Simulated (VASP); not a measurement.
Output of a VASP run:

OUTCAR:
```
 ion  position               nearest neighbor table
   1  0.000  0.000  0.000-
  LATTYP: Found a body centered cubic cell.
 ALAT       =     4.8722480004
 Subroutine PRICEL returns:
 Original cell was already a primitive cell.
 Subroutine GETGRP returns: Found 48 space group operations
The static configuration has the point symmetry O_h .
The dynamic configuration has the point symmetry O_h .
 Subroutine INISYM returns: Found 48 space group operations
 Subroutine IBZKPT returns following result:
 Found     47 irreducible k-points:

 Following reciprocal coordinates:
            Coordinates               Weight
  0.000000  0.000000  0.000000      1.000000
  0.100000  0.000000  0.000000     12.000000
  0.200000  0.000000  0.000000     12.000000
  0.300000  0.000000  0.000000     12.000000
  0.400000  0.000000  0.000000     12.000000
  0.500000  0.000000  0.000000      6.000000
  0.100000  0.100000  0.000000     24.000000
  0.200000  0.100000 -0.000000     48.000000
  0.300000  0.100000  0.000000     48.000000
  0.400000  0.100000  0.000000     48.000000
  0.200000  0.200000  0.000000     24.000000
  0.300000  0.200000  0.000000     48.000000
  0.400000  0.200000  0.000000     24.000000
  0.300000  0.300000  0.000000     24.000000
  0.100000  0.100000  0.100000      8.000000
  0.200000  0.100000  0.100000     24.000000
  0.300000  0.100000  0.100000     24.000000
  0.400000  0.100000  0.100000     12.000000
 -0.100000  0.100000  0.100000      6.000000
  0.200000  0.200000  0.100000     24.000000
  0.300000  0.200000  0.100000     48.000000
 -0.200000  0.200000  0.100000     24.000000
  0.300000  0.300000  0.100000      8.000000
 -0.300000  0.300000  0.100000     24.000000
 -0.200000  0.300000  0.100000     24.000000
 -0.400000  0.400000  0.100000     24.000000
 -0.300000  0.400000  0.100000     48.000000
  0.500000  0.500000  0.100000     12.000000
 -0.400000  0.500000  0.100000     48.000000
 -0.300000  0.500000  0.100000     24.000000
 -0.400000 -0.400000  0.100000     24.000000
  0.200000  0.200000  0.200000      8.000000
  0.300000  0.200000  0.200000     12.000000
 -0.200000  0.200000  0.200000      6.000000
 -0.300000  0.300000  0.200000     24.000000
 -0.400000  0.400000  0.200000     24.000000
 -0.300000  0.400000  0.200000     24.000000
  0.500000  0.500000  0.200000     12.000000
 -0.400000  0.500000  0.200000     48.000000
 -0.400000 -0.400000  0.200000      8.000000
   k-points           NKPTS =     47   k-points in BZ     NKDIM =     47   number of bands    NBANDS=      9
   number of dos      NEDOS =    301   number of ions     NIONS =      1
   total plane-waves  NPLWV =  27000
   dimension x,y,z NGX =    30 NGY =   30 NGZ =   30
   dimension x,y,z NGXF=    60 NGYF=   60 NGZF=   60
   ions per type =               1
   PREC   = accura    normal or accurate (medium, high low for compatibility)
   ISTART =      0    job   : 0-new  1-cont  2-samecut
   ICHARG =      2    charge: 1-file 2-atom 10-const
   ISPIN  =      1    spin polarized calculation?
   LNONCOLLINEAR =      F non collinear calculations
   LSORBIT =      F    spin-orbit coupling
   INIWAV =      1    electr: 0-lowe 1-rand  2-diag
   ENCUT  =  480.0 eV  35.28 Ry    5.94 a.u.   7.54  7.54  7.54*2*pi/ulx,y,z
   NELM   =    100;   NELMIN=  2; NELMDL= -5     # of ELM steps
   EDIFF  = 0.1E-06   stopping-criterion for ELM
   LREAL  =      F    real-space projection
   NLSPLINE    = F    spline interpolate recip. space projectors
   LMAXMIX     =    4 max onsite mixed and CHGCAR
   VOSKOWN=      0    Vosko Wilk Nusair interpolation
   EDIFFG = -.1E-01   stopping-criterion for IOM
   NSW    =     40    number of steps for IOM
   NBLOCK =      1;   KBLOCK =     40    inner block; outer block
   IBRION =      2    ionic relax: 0-MD 1-quasi-New 2-CG
   NFREE  =      1    steps in history (QN), initial steepest desc. (CG)
...
```

OSZICAR:
```
       N       E                     dE             d eps       ncg     rms          rms(c)
DAV:   1     0.538410459345E+02    0.53841E+02   -0.42818E+03   846   0.873E+02
DAV:   2     0.134597616269E+00   -0.53706E+02   -0.52815E+02  1011   0.148E+02
DAV:   3    -0.184169735509E+01   -0.19763E+01   -0.19618E+01  1054   0.327E+01
DAV:   4    -0.189160925202E+01   -0.49912E-01   -0.49567E-01  1315   0.438E+00
DAV:   5    -0.189184433540E+01   -0.23508E-03   -0.23495E-03  1186   0.256E-01    0.182E+00
DAV:   6    -0.188992309354E+01    0.19212E-02   -0.33800E-03  1201   0.668E-01    0.108E+00
DAV:   7    -0.188940529169E+01    0.51780E-03   -0.72688E-03   971   0.103E+00    0.460E-02
DAV:   8    -0.188961456328E+01   -0.20927E-03   -0.39205E-04  1328   0.134E-01    0.320E-02
DAV:   9    -0.188962122629E+01   -0.66630E-05   -0.12424E-05  1065   0.327E-02    0.594E-03
DAV:  10    -0.188962210237E+01   -0.87607E-06   -0.12228E-06  1371   0.826E-03    0.289E-03
DAV:  11    -0.188962208866E+01    0.13707E-07   -0.55671E-07   953   0.922E-03
   1 F= -.15286716E+01 E0= -.15284323E+01  d E =-.152867E+01
       N       E                     dE             d eps       ncg     rms          rms(c)
DAV:   1    -0.188923048725E+01    0.39162E-03   -0.37604E-03   866   0.499E-01    0.496E-02
DAV:   2    -0.188912913843E+01    0.10135E-03   -0.18822E-04   875   0.136E-01    0.232E-02
DAV:   3    -0.188910066738E+01    0.28471E-04   -0.17214E-04  1260   0.904E-02    0.783E-03
DAV:   4    -0.188910115229E+01   -0.48491E-06   -0.71901E-07   934   0.885E-03    0.696E-03
DAV:   5    -0.188910564029E+01   -0.44880E-05   -0.16566E-06  1054   0.107E-02    0.178E-03
DAV:   6    -0.188910534003E+01    0.30027E-06   -0.10107E-07   668   0.246E-03    0.952E-04
DAV:   7    -0.188910525189E+01    0.88140E-07   -0.18377E-08   488   0.138E-03
   2 F= -.15286806E+01 E0= -.15284422E+01  d E =-.900197E-05
```

File OUTCAR:
```
------------------------ aborting loop because EDIFF is reached ----------------------------------------
  FORCE on cell =-STRESS in cart. coord.  units (eV):
  Direction    XX          YY          ZZ          XY          YZ          ZX
  --------------------------------------------------------------------------------------
  Total        0.3573962      0.3573962      0.3573962      0.0000000      0.0000000     -0.0000000
  in kB        9.9159778      9.9159778      9.9159778      0.0000000      0.0000000     -0.0000000
  external PRESSURE =      -0.0840222 kB  Pullay stress =      10.0000000 kB
  volume of cell :       57.75
      direct lattice vectors                 reciprocal lattice vectors
    -2.434940430  2.434940430  2.434940430     0.000000000  0.205343833  0.205343833
     2.434940430 -2.434940430  2.434940430     0.205343833  0.000000000  0.205343833
     2.434940430  2.434940430 -2.434940430     0.205343833  0.205343833  0.000000000
 POSITION                                       TOTAL-FORCE (eV/Angst)
 -----------------------------------------------------------------------------------
      2.43494      2.43494      2.43494         0.000000      0.000000     -0.000000
 -----------------------------------------------------------------------------------
    total drift:                                0.000000      0.000000     -0.000000
  FREE ENERGIE OF THE ION-ELECTRON SYSTEM (eV)
  ---------------------------------------------------
  free  energy   TOTEN  =        -1.8891052519 eV

  energy  without entropy=       -1.8883898300  energy(sigma->0) =       -1.88886678
  enthalpy is  TOTEN    =        -1.5286806469 eV   P V=        0.3604246050

 reached required accuracy - stopping structural energy minimisation
```
(Selected blocks of OUTCAR.)

POSCAR:
```
Ba
1
   -2.4361240002     2.4361240002     2.4361240002
    2.4361240002    -2.4361240002     2.4361240002
    2.4361240002     2.4361240002    -2.4361240002
Ba
1
Direct
  0.0000000000   0.0000000000   0.0000000000
```

### Question
Reconstruct the remaining input files.

### Answer
This is not unique; one that fits is the input of the run itself, PBE GGA, plane waves, VASP's PBE PAW potentials (set 64).

### INCAR
```
SYSTEM = Ba
PREC = Accurate
ENCUT = 480
EDIFF = 1E-7
NELM = 100
ALGO = Normal
LREAL = .FALSE.
LASPH = .TRUE.
ISMEAR = 1
SIGMA = 0.1
GGA = PE
LMAXMIX = 4
LWAVE = .FALSE.
LCHARG = .FALSE.
ISIF = 3
IBRION = 2
NSW = 40
EDIFFG = -0.01
PSTRESS = 10
```

**KPOINTS**
```
Automatic mesh
0
Gamma
10 10 10
0 0 0
```

POTCAR, in this order: Ba_sv (PBE.64 set). Program: vasp_std.

The compound is Ba in the bcc structure. This run relaxes it under an external pressure of 1 GPa. Symmetry was kept, so distortions that lower it aren't found.
